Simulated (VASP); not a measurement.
# XPS shifts in Os3W2, part 3 of 3

Wanted: the chemical shifts that photoemission would resolve in Os3W2.

VASP 6.6.1, plane waves and PAW; the level of theory is named at each step.

So far. Step 2 (Relaxation): The forces on the free atoms are under 0.05 eV/Å.

## (4) Core hole, atom Os4

This step: final-state core hole with the electron kept at the Fermi level, LDA; plane waves and PAW (Os, Os, W) (VASP 6.6.1).

A core electron of Os4 (4f) is moved to the Fermi level; this atom comes first in POSCAR as a species of its own.

File INCAR:

```
SYSTEM = Os3W2
PREC = Normal
ENCUT = 330
EDIFF = 1E-05
NELM = 120
ISMEAR = 0
SIGMA = 0.1
LREAL = Auto
ALGO = Fast
GGA = CA
NBANDS = 92
LASPH = .TRUE.
LWAVE = .FALSE.
LCHARG = .FALSE.
KPAR = 2
NCORE = 4
ICORELEVEL = 2
CLNT = 1
CLN = 4
CLL = 3
CLZ = 1
ISIF = 0
```

File POSCAR:

```
Os3W2
1.0
    5.5000000000      0.0000000000      0.0000000000
    2.7500000000      4.7631397208      0.0000000000
    0.0000000000      0.0000000000     22.7000000000
Os Os W
1 11 8
Direct
    0.5000000000      0.5000000000      0.6894395931
    0.0000000000      0.0000000000      0.6894395931
    0.5000000000      0.0000000000      0.6894395931
    0.0000000000      0.5000000000      0.6894395931
    0.0000000000      0.0000000000      0.5000000000
    0.5000000000      0.0000000000      0.5000000000
    0.0000000000      0.5000000000      0.5000000000
    0.5000000000      0.5000000000      0.5000000000
    0.0000000000      0.0000000000      0.3105604069
    0.5000000000      0.0000000000      0.3105604069
    0.0000000000      0.5000000000      0.3105604069
    0.5000000000      0.5000000000      0.3105604069
    0.8333333330      0.3333333330      0.5982527422
    0.3333333330      0.3333333330      0.5982527422
    0.8333333330      0.8333333330      0.5982527422
    0.3333333330      0.8333333330      0.5982527422
    0.8333333330      0.3333333330      0.4017472578
    0.3333333330      0.3333333330      0.4017472578
    0.8333333330      0.8333333330      0.4017472578
    0.3333333330      0.8333333330      0.4017472578
```

File KPOINTS:

```
Automatic mesh
0
Gamma
4 4 1
0 0 0
```

The projector-augmented-wave data sets are Os, Os and W (PBE family, release 64).

On the command line:

```bash
mpirun -np 8 vasp_std
```

Output:

```text
[banner, memory and clock lines left out]
running    8 mpi-ranks, on    1 nodes
 distrk:  each k-point on    4 cores,    2 groups
 distr:  one band on    4 cores,    1 groups

 POSCAR found type information on POSCAR OsOsW
 POSCAR found :  3 types and      20 ions
 [... a notice as in an earlier step ...]

 LDA part: xc-table for (Slater(with rela. corr.)+CA(PZ))
 , standard interpolation
 POSCAR, INCAR and KPOINTS ok, starting setup
 FFT: planning ... GRIDC
 FFT: planning ... GRID_SOFT
 FFT: planning ... GRID
 WAVECAR not read
 entering main loop
       N       E                     dE             d eps       ncg     rms          rms(c)
DAV:   1     0.643263342033E+03    0.64326E+03   -0.48816E+04   736   0.947E+02
DAV:   2    -0.261046080356E+03   -0.90431E+03   -0.84123E+03   928   0.336E+02
DAV:   3    -0.347033637265E+03   -0.85988E+02   -0.80667E+02   936   0.934E+01
DAV:   4    -0.352492960351E+03   -0.54593E+01   -0.53696E+01  1080   0.209E+01
DAV:   5    -0.352680367696E+03   -0.18741E+00   -0.18670E+00  1168   0.370E+00    0.107E+02
RMM:   6    -0.353912272344E+03   -0.12319E+01   -0.14291E+02   903   0.284E+01    0.515E+01
RMM:   7    -0.558787262698E+03   -0.20487E+03   -0.32855E+02  1191   0.471E+01    0.110E+02
RMM:   8    -0.368336024006E+03    0.19045E+03   -0.92334E+01   844   0.276E+01    0.546E+01
RMM:   9    -0.357972655160E+03    0.10363E+02   -0.24842E+01   846   0.202E+01    0.455E+01
RMM:  10    -0.337944152484E+03    0.20029E+02   -0.58753E+01  1017   0.146E+01    0.216E+01
RMM:  11    -0.329493439167E+03    0.84507E+01   -0.14929E+01   855   0.108E+01    0.170E+01
RMM:  12    -0.329365233526E+03    0.12821E+00   -0.46831E+00  1078   0.546E+00    0.160E+01
RMM:  13    -0.329535343353E+03   -0.17011E+00   -0.82875E-01  1121   0.164E+00    0.170E+01
RMM:  14    -0.329873553988E+03   -0.33821E+00   -0.48072E-01   995   0.139E+00    0.151E+01
RMM:  15    -0.329743120942E+03    0.13043E+00   -0.23764E-01   964   0.112E+00    0.133E+01
RMM:  16    -0.329458097417E+03    0.28502E+00   -0.29531E-01   968   0.115E+00    0.882E+00
RMM:  17    -0.329253225688E+03    0.20487E+00   -0.11490E+00  1274   0.205E+00    0.596E+00
RMM:  18    -0.329069444177E+03    0.18378E+00   -0.41907E-02   928   0.548E-01    0.545E+00
RMM:  19    -0.328597997710E+03    0.47145E+00   -0.15652E-01  1114   0.680E-01    0.456E+00
RMM:  20    -0.328292961169E+03    0.30504E+00   -0.10558E-01  1107   0.593E-01    0.411E+00
RMM:  21    -0.328206533198E+03    0.86428E-01   -0.27201E-02  1094   0.321E-01    0.365E+00
RMM:  22    -0.328169648442E+03    0.36885E-01   -0.14611E-02  1039   0.250E-01    0.340E+00
RMM:  23    -0.327995723899E+03    0.17392E+00   -0.68387E-02  1264   0.496E-01    0.204E+00
RMM:  24    -0.327951779750E+03    0.43944E-01   -0.17030E-02  1058   0.255E-01    0.155E+00
RMM:  25    -0.327930711296E+03    0.21068E-01   -0.11294E-02  1065   0.199E-01    0.108E+00
RMM:  26    -0.327920856138E+03    0.98552E-02   -0.61705E-03  1058   0.147E-01    0.655E-01
RMM:  27    -0.327914673149E+03    0.61830E-02   -0.88206E-03  1106   0.174E-01    0.251E-01
RMM:  28    -0.327914605923E+03    0.67226E-04   -0.22341E-03   981   0.111E-01    0.190E-01
RMM:  29    -0.327914508146E+03    0.97777E-04   -0.95542E-04   895   0.857E-02    0.103E-01
RMM:  30    -0.327914487749E+03    0.20397E-04   -0.27429E-04   930   0.575E-02    0.590E-02
RMM:  31    -0.327914584390E+03   -0.96641E-04   -0.12851E-04   947   0.252E-02    0.526E-02
RMM:  32    -0.327914702204E+03   -0.11781E-03   -0.61781E-05   771   0.202E-02    0.214E-02
RMM:  33    -0.327914829138E+03   -0.12693E-03   -0.47685E-05   671   0.152E-02    0.191E-02
RMM:  34    -0.327914868063E+03   -0.38926E-04   -0.17696E-05   514   0.109E-02    0.241E-02
RMM:  35    -0.327914925406E+03   -0.57343E-04   -0.81861E-06   490   0.915E-03    0.143E-02
RMM:  36    -0.327915008920E+03   -0.83514E-04   -0.93836E-06   500   0.712E-03    0.142E-02
RMM:  37    -0.327915036832E+03   -0.27912E-04   -0.49694E-06   470   0.617E-03    0.104E-02
RMM:  38    -0.327915044849E+03   -0.80172E-05   -0.22526E-06   416   0.428E-03
   1 F= -.32791504E+03 E0= -.32786289E+03  d E =-.104318E+00
```

Wall time 28 s (8 MPI ranks of Intel Xeon 6975P-C (Granite Rapids), shared host); peak memory 1.3 GiB; 2.8 min of CPU time.

Parts of OUTCAR (step 4):

```text
 Subroutine GETGRP returns: Found  6 space group operations
 (whereof  2 operations were pure point group operations)

The static configuration has the point symmetry C_1h.
 The point group associated with its full space group is C_3v.

 Found      4 irreducible k-points:

   NELECT =     145.0000    total number of electrons

 the core state eigenenergies are
   1-  1s -73870.5254  2s -12883.3419  2p -11218.3978  3s  -3016.2061  3p  -2527.5139
       3d  -1982.8475  4s   -646.7400  4p   -485.3749  4d   -285.5801  4f    -63.0997
       5s    -90.0408  5p    -47.4922
   2-  1s -73839.9427  2s -12852.4873  2p -11187.5928  3s  -2985.7997  3p  -2497.1816
       3d  -1952.2752  4s   -624.6287  4p   -464.4087  4d   -265.7324  4f    -44.9762
       5s    -84.2658  5p    -43.6122
   3-  1s -73839.9427  2s -12852.4873  2p -11187.5928  3s  -2985.7997  3p  -2497.1816
       3d  -1952.2752  4s   -624.6287  4p   -464.4087  4d   -265.7324  4f    -44.9762
       5s    -84.2658  5p    -43.6122
   4-  1s -73839.9427  2s -12852.4873  2p -11187.5928  3s  -2985.7997  3p  -2497.1816
       3d  -1952.2752  4s   -624.6287  4p   -464.4087  4d   -265.7324  4f    -44.9762
       5s    -84.2658  5p    -43.6122
   5-  1s -73839.9364  2s -12852.5237  2p -11187.6256  3s  -2985.8485  3p  -2497.2302
       3d  -1952.3247  4s   -624.6959  4p   -464.4779  4d   -265.8048  4f    -45.0548
       5s    -84.3818  5p    -43.7410
   6-  1s -73839.9364  2s -12852.5237  2p -11187.6256  3s  -2985.8485  3p  -2497.2302
       3d  -1952.3247  4s   -624.6959  4p   -464.4779  4d   -265.8048  4f    -45.0548
       5s    -84.3818  5p    -43.7410
   7-  1s -73839.9364  2s -12852.5237  2p -11187.6256  3s  -2985.8485  3p  -2497.2302
       3d  -1952.3247  4s   -624.6959  4p   -464.4779  4d   -265.8048  4f    -45.0548
       5s    -84.3818  5p    -43.7410
   8-  1s -73839.9459  2s -12852.5329  2p -11187.6348  3s  -2985.8579  3p  -2497.2396
       3d  -1952.3340  4s   -624.7054  4p   -464.4875  4d   -265.8144  4f    -45.0644
       5s    -84.3916  5p    -43.7508
   9-  1s -73839.8561  2s -12852.4078  2p -11187.5127  3s  -2985.7239  3p  -2497.1058
       3d  -1952.1993  4s   -624.5586  4p   -464.3391  4d   -265.6636  4f    -44.9091
       5s    -84.2096  5p    -43.5599
  10-  1s -73839.8561  2s -12852.4078  2p -11187.5127  3s  -2985.7239  3p  -2497.1058
       3d  -1952.1993  4s   -624.5586  4p   -464.3391  4d   -265.6636  4f    -44.9091
       5s    -84.2096  5p    -43.5599
  11-  1s -73839.8561  2s -12852.4078  2p -11187.5127  3s  -2985.7239  3p  -2497.1058
       3d  -1952.1993  4s   -624.5586  4p   -464.3391  4d   -265.6636  4f    -44.9091
       5s    -84.2096  5p    -43.5599
  12-  1s -73839.8497  2s -12852.4012  2p -11187.5062  3s  -2985.7175  3p  -2497.0994
       3d  -1952.1929  4s   -624.5524  4p   -464.3330  4d   -265.6576  4f    -44.9031
       5s    -84.2041  5p    -43.5548
  13-  1s -69460.4201  2s -11981.2660  2p -10474.8516  3s  -2754.0242  3p  -2308.1360
       3d  -1796.0923  4s   -562.5670  4p   -416.3567  4d   -231.2411  4f    -26.1567
       5s    -71.9465  5p    -36.2423
[...]
3d  -1795.9416  4s   -562.4278  4p   -416.2187  4d   -231.1043  4f    -26.0243
       5s    -71.8348  5p    -36.1424

 E-fermi :   1.3082

 k-point     1 :       0.0000    0.0000    0.0000
  band No.  band energies     occupation
    ...
     61       1.0179      1.99996
     62       1.0446      1.99981
     63       1.0446      1.99981
     64       1.1520      1.97278
     65       1.2993      1.09991
     66       1.4090      0.15410
     67       1.4090      0.15410
     68       1.4825      0.01369
     69       1.4825      0.01369
     70       1.7808      0.00000
    ...

 k-point     2 :       0.2500    0.0000    0.0000
  band No.  band energies     occupation
    ...
     69       1.0773      1.99891
     70       1.0793      1.99879
     71       1.1109      1.99473
     72       1.2194      1.79087
     73       1.3496      0.55839
     74       1.5711      0.00020
     75       1.7322      0.00000
     76       1.7789      0.00000
     77       2.1481      0.00000
     78       2.6664      0.00000
    ...

 POSITION                                       TOTAL-FORCE (eV/Angst)
 -----------------------------------------------------------------------------------
      4.12500      2.38157     15.65028         0.000000      0.000000      0.087806
      0.00000      0.00000     15.65028         0.155147      0.089574     -0.194762
      2.75000      0.00000     15.65028        -0.155147      0.089574     -0.194762
      1.37500      2.38157     15.65028        -0.000000     -0.179148     -0.194762
      0.00000      0.00000     11.35000         0.006513      0.003760      0.111370
      2.75000      0.00000     11.35000        -0.006513      0.003760      0.111370
      1.37500      2.38157     11.35000        -0.000000     -0.007521      0.111370
      4.12500      2.38157     11.35000         0.000000      0.000000     -0.010325
      0.00000      0.00000      7.04972         0.003629      0.002095      0.005145
      2.75000      0.00000      7.04972        -0.003629      0.002095      0.005145
      1.37500      2.38157      7.04972        -0.000000     -0.004190      0.005145
      4.12500      2.38157      7.04972        -0.000000      0.000000      0.056196
      5.50000      1.58771     13.58034         0.258829     -0.149435      0.133571
      2.75000      1.58771     13.58034        -0.258829     -0.149435      0.133571
      6.87500      3.96928     13.58034         0.000000      0.000000     -0.175021
      4.12500      3.96928     13.58034         0.000000      0.298870      0.133571
      5.50000      1.58771      9.11966        -0.000758      0.000438     -0.042907
      2.75000      1.58771      9.11966         0.000758      0.000438     -0.042907
      6.87500      3.96928      9.11966         0.000000      0.000000      0.004093
      4.12500      3.96928      9.11966        -0.000000     -0.000876     -0.042907
 -----------------------------------------------------------------------------------
    total drift:                               -0.000010     -0.000006     -0.013186

  FREE ENERGIE OF THE ION-ELECTRON SYSTEM (eV)
  ---------------------------------------------------
  free  energy   TOTEN  =      -327.9150448495 eV

  energy  without entropy=     -327.8107269351  energy(sigma->0) =     -327.86288589

[... 6 parts as in an earlier step ...]

[... 3 further parts left out ...]
```

This run has no spin polarisation.

Numbers from this step:

```
free energy (TOTEN)     : -327.9150 eV
energy at zero smearing : -327.8629 eV
Fermi energy            : 1.308 eV
```

This is the reference for holes on Os.

## (5) Core hole, atom Os3

The same hole on the next atom.

INCAR is that of step 4.

Edit POSCAR of step 4 so:

```diff
@@ -8,6 +8,6 @@
 Direct
-    0.5000000000      0.5000000000      0.6894395931
+    0.0000000000      0.5000000000      0.6894395931
     0.0000000000      0.0000000000      0.6894395931
     0.5000000000      0.0000000000      0.6894395931
-    0.0000000000      0.5000000000      0.6894395931
+    0.5000000000      0.5000000000      0.6894395931
     0.0000000000      0.0000000000      0.5000000000
```

KPOINTS is that of step 4.

On the command line:

```bash
mpirun -np 8 vasp_std
```

Output:

```text
[... set-up lines as in an earlier step ...]
 entering main loop
       N       E                     dE             d eps       ncg     rms          rms(c)
DAV:   1     0.642836258007E+03    0.64284E+03   -0.48820E+04   736   0.947E+02
DAV:   2    -0.260627568888E+03   -0.90346E+03   -0.84025E+03   920   0.336E+02
DAV:   3    -0.347053405900E+03   -0.86426E+02   -0.80848E+02   928   0.933E+01
DAV:   4    -0.352491017322E+03   -0.54376E+01   -0.53342E+01  1056   0.207E+01
[...]
RMM:  37    -0.327915027338E+03   -0.29115E-04   -0.14089E-05   481   0.102E-02    0.204E-02
RMM:  38    -0.327915040295E+03   -0.12957E-04   -0.57221E-06   451   0.845E-03    0.984E-03
RMM:  39    -0.327915046849E+03   -0.65546E-05   -0.32277E-06   438   0.534E-03
   1 F= -.32791505E+03 E0= -.32786289E+03  d E =-.104316E+00
```

It took 28 s on 8 MPI ranks; peak memory 1.3 GiB; 2.9 min of CPU time.

OUTCAR, selected parts (step 5):

```text
 POSITION                                       TOTAL-FORCE (eV/Angst)
 -----------------------------------------------------------------------------------
      1.37500      2.38157     15.65028        -0.000000     -0.000000      0.087429
      0.00000      0.00000     15.65028        -0.155107      0.089551     -0.195105
      2.75000      0.00000     15.65028         0.155107      0.089551     -0.195105
      4.12500      2.38157     15.65028         0.000000     -0.179102     -0.195105
      0.00000      0.00000     11.35000        -0.006424      0.003709      0.111783
      2.75000      0.00000     11.35000         0.006424      0.003709      0.111783
      1.37500      2.38157     11.35000        -0.000000     -0.000000     -0.009834
      4.12500      2.38157     11.35000        -0.000000     -0.007417      0.111783
      0.00000      0.00000      7.04972        -0.003605      0.002081      0.004890
      2.75000      0.00000      7.04972         0.003605      0.002081      0.004890
      1.37500      2.38157      7.04972        -0.000000     -0.000000      0.055881
      4.12500      2.38157      7.04972        -0.000000     -0.004162      0.004890
      5.50000      1.58771     13.58034        -0.258752     -0.149390      0.133710
      2.75000      1.58771     13.58034         0.258752     -0.149390      0.133710
[...]
-----------------------------------------------------------------------------------
    total drift:                               -0.000010     -0.000006     -0.011311

  FREE ENERGIE OF THE ION-ELECTRON SYSTEM (eV)
  ---------------------------------------------------
  free  energy   TOTEN  =      -327.9150468494 eV

  energy  without entropy=     -327.8107312942  energy(sigma->0) =     -327.86288907

[... 2 parts as in an earlier step ...]

[... 1 further part left out ...]
[key lines of the parts left out:]
E-fermi :   1.3081
```

Against the hole on Os4 the energy differs by +0.00 eV.

## (6) Core hole, atom Os5

The same hole on the next atom.

INCAR is that of step 5.

Edit POSCAR of step 5 so:

```diff
@@ -8,7 +8,7 @@
 Direct
-    0.0000000000      0.5000000000      0.6894395931
+    0.0000000000      0.0000000000      0.5000000000
     0.0000000000      0.0000000000      0.6894395931
     0.5000000000      0.0000000000      0.6894395931
+    0.0000000000      0.5000000000      0.6894395931
     0.5000000000      0.5000000000      0.6894395931
-    0.0000000000      0.0000000000      0.5000000000
     0.5000000000      0.0000000000      0.5000000000
```

KPOINTS is that of step 5.

On the command line:

```bash
mpirun -np 8 vasp_std
```

Output:

```text
[... set-up lines as in an earlier step ...]
 entering main loop
       N       E                     dE             d eps       ncg     rms          rms(c)
DAV:   1     0.643227450461E+03    0.64323E+03   -0.48828E+04   736   0.947E+02
DAV:   2    -0.260169344115E+03   -0.90340E+03   -0.84028E+03   920   0.337E+02
DAV:   3    -0.346709800568E+03   -0.86540E+02   -0.80728E+02   912   0.930E+01
DAV:   4    -0.352710561540E+03   -0.60008E+01   -0.58849E+01  1096   0.215E+01
[...]
RMM:  32    -0.327769439887E+03   -0.11805E-04   -0.92664E-06   464   0.837E-03    0.112E-02
RMM:  33    -0.327769461185E+03   -0.21298E-04   -0.88574E-06   473   0.728E-03    0.699E-03
RMM:  34    -0.327769470319E+03   -0.91344E-05   -0.41043E-06   431   0.582E-03
   1 F= -.32776947E+03 E0= -.32772391E+03  d E =-.911224E-01
```

Elapsed: 25 s, on 8 MPI ranks; peak memory 1.3 GiB; 2.5 min of CPU time.

From OUTCAR (step 6):

```text
 POSITION                                       TOTAL-FORCE (eV/Angst)
 -----------------------------------------------------------------------------------
      0.00000      0.00000     11.35000         0.000000     -0.000000     -0.000000
      0.00000      0.00000     15.65028         0.000000     -0.000000      0.010224
      2.75000      0.00000     15.65028         0.000000      0.007476     -0.119160
      1.37500      2.38157     15.65028         0.006474     -0.003738     -0.119160
      4.12500      2.38157     15.65028        -0.006474     -0.003738     -0.119160
      2.75000      0.00000     11.35000        -0.000000     -0.133714     -0.000000
      1.37500      2.38157     11.35000        -0.115799      0.066857     -0.000000
      4.12500      2.38157     11.35000         0.115799      0.066857     -0.000000
      0.00000      0.00000      7.04972         0.000000     -0.000000     -0.010224
      2.75000      0.00000      7.04972         0.000000      0.007476      0.119160
      1.37500      2.38157      7.04972         0.006474     -0.003738      0.119160
      4.12500      2.38157      7.04972        -0.006474     -0.003738      0.119160
      5.50000      1.58771     13.58034         0.000000      0.115295      0.052367
      2.75000      1.58771     13.58034         0.000000     -0.000000      0.155307
[...]
-----------------------------------------------------------------------------------
    total drift:                               -0.000001     -0.000000     -0.000000

  FREE ENERGIE OF THE ION-ELECTRON SYSTEM (eV)
  ---------------------------------------------------
  free  energy   TOTEN  =      -327.7694703194 eV

  energy  without entropy=     -327.6783479672  energy(sigma->0) =     -327.72390914

[... 2 parts as in an earlier step ...]

[... 1 further part left out ...]
[key lines of the parts left out:]
E-fermi :   1.2998
```

Against the hole on Os4 the energy differs by +0.14 eV.

## (7) Summary

This step: core-level shifts, LDA; plane waves and PAW (VASP 6.6.1).

No new run; the numbers come from the runs before.

A positive shift is a higher binding energy. Cost is wall time times ranks on a shared host. Core-level shifts:

```tsv
atom	region	shell	Kohn-Sham level below the Fermi level (eV)	initial-state shift (eV)	final-state shift (eV)	shifts are from	cost (core minutes)
Os4	layer 1	4f	46.22	0	0	Os4	3.73
Os3	layer 1	4f	46.22	0	-3.18e-6	Os4	3.73
Os5	layer 3	4f	46.38	0.1637	0.139	Os4	3.33
```

## (8) Results

```
Os5 4f (layer 3), from Os4 : initial state +0.16 eV, final state +0.14 eV
```

What this shows: Against Os4, Os5 is shifted by +0.16 eV in the initial state and by +0.14 eV with the hole (energies extrapolated to zero smearing). Os3 has the level of the reference atom in both states, as equivalent sites do. Only these atoms were given a hole, so other sites aren't ranked. The difference of the two pictures holds the screening of the hole, but also the cell's limits: holes repeat 5.5 Å apart, and the electron from the core stays in the cell, where it moves the Fermi energy by -0.03 to -0.02 eV, less than the shifts themselves. Cell size, mesh and smearing weren't varied between the hole runs, and no dipole correction was applied to the slab. The other core electrons are frozen, spin-orbit splitting and multiplets are absent, and only shifts between atoms of one element are meaningful. Not tabulated here, as repeats of values shown or as unfit to read for their mesh, reference level or band range: core levels (core hole).

[Lines on the potential files, build, host, timing and source positions are cut from VASP's logs without a mark.]

[Logs are printed without paths, hosts, clocks, repeated set-up lines and the standing remarks that a program may print on its own settings, such as how far it seeks lower states.]

[Hosts, paths, dates, database ids (printed as entryN), source tags and the programs' standing remarks are cut or masked in the printed files.]
